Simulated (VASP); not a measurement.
Output of a VASP run:

OSZICAR:
```
       N       E                     dE             d eps       ncg     rms          rms(c)
DAV:   1     0.805220518385E+02    0.80522E+02   -0.87540E+03  1719   0.942E+02
DAV:   2    -0.641973943727E+01   -0.86942E+02   -0.83917E+02  1799   0.227E+02
DAV:   3    -0.725422692389E+01   -0.83449E+00   -0.83377E+00  2030   0.270E+01
DAV:   4    -0.725630717011E+01   -0.20802E-02   -0.20802E-02  1995   0.123E+00
DAV:   5    -0.725632387479E+01   -0.16705E-04   -0.16705E-04  2065   0.113E-01    0.746E+00
DAV:   6    -0.661910227921E+01    0.63722E+00   -0.20486E+00  1680   0.161E+01    0.464E+00
DAV:   7    -0.660182237337E+01    0.17280E-01   -0.15094E-02  1953   0.103E+00    0.264E+00
DAV:   8    -0.659434049041E+01    0.74819E-02   -0.75175E-04  1904   0.266E-01    0.101E-01
DAV:   9    -0.659435670244E+01   -0.16212E-04   -0.17383E-05  2114   0.308E-02    0.167E-02
DAV:  10    -0.659436416335E+01   -0.74609E-05   -0.22550E-06  1685   0.158E-02    0.589E-03
DAV:  11    -0.659436401700E+01    0.14635E-06   -0.94893E-08  1092   0.299E-03
   1 F= -.65943640E+01 E0= -.65936228E+01  d E =-.148249E-02
```

### OUTCAR
```
------------------------ aborting loop because EDIFF is reached ----------------------------------------
  FORCE on cell =-STRESS in cart. coord.  units (eV):
  Direction    XX          YY          ZZ          XY          YZ          ZX
  --------------------------------------------------------------------------------------
  Total       -0.9978941     -0.9978940     -0.7768247      0.0000000     -0.0000000      0.0000000
  in kB      -45.9794293    -45.9794280    -35.7933345      0.0000000     -0.0000000      0.0000000
  external PRESSURE =     -42.5840639 kB  Pullay stress =       0.0000000 kB
  volume of cell :       34.77
      direct lattice vectors                 reciprocal lattice vectors
     2.922300000  0.000000000  0.000000000     0.342196215  0.197567080  0.000000000
    -1.461150000  2.530786000  0.000000000     0.000000000  0.395134160  0.000000000
     0.000000000  0.000000000  4.701660000     0.000000000  0.000000000  0.212690837
 POSITION                                       TOTAL-FORCE (eV/Angst)
 -----------------------------------------------------------------------------------
     -0.00000      1.68719      1.17542        -0.000000      0.000000      0.000000
      1.46115      0.84359      3.52625         0.000000     -0.000000      0.000000
 -----------------------------------------------------------------------------------
    total drift:                               -0.000158      0.000091     -0.000012
  FREE ENERGIE OF THE ION-ELECTRON SYSTEM (eV)
  ---------------------------------------------------
  free  energy   TOTEN  =        -6.5943640170 eV

  energy  without entropy=       -6.5928815314  energy(sigma->0) =       -6.59362277
```
(Selected blocks of OUTCAR.)

File POSCAR:
```
Ag
1
    2.9223000000     0.0000000000     0.0000000000
   -1.4611500000     2.5307860000     0.0000000000
    0.0000000000     0.0000000000     4.7016600000
Ag
2
Direct
  0.3333330000   0.6666670000   0.2500000000
  0.6666670000   0.3333330000   0.7500000000
```

Problem. Write an INCAR and KPOINTS that could have produced this output.

Solution. Several could match; the one computed here: the input of the run itself, PBEsol GGA, plane waves, VASP's PBE PAW potentials (set 64).

### KPOINTS
```
Automatic mesh
0
gamma
10 10 6
0 0 0
```

**INCAR**
```
! general
SYSTEM   =  Ag
PREC     =  Accurate
ENCUT    =  300   ! plane-wave cut-off (eV)
LREAL    =  .FALSE.   ! projection in real space or not
LASPH    =  .TRUE.   ! aspherical one-centre terms

! electronic loop
EDIFF    =  1E-6   ! SCF stop (eV)
NELM     =  100
ALGO     =  Normal
LMAXMIX  =  4

! smearing
ISMEAR   =  0
SIGMA    =  0.05

! functional
GGA      =  PS   ! PBEsol

! ions
ISIF     =  2

! output
LWAVE    =  .FALSE.
LCHARG   =  .FALSE.
```

POTCAR, in this order: Ag (PBE.64 set). Program: vasp_std.

At this cut-off the stress carries a Pulay error, which pulls relaxed volumes low.

The structure comes from a computed database's Ag entry (P6_3/mmc); how it stands against other phases isn't given here. The cell was not relaxed at this level.
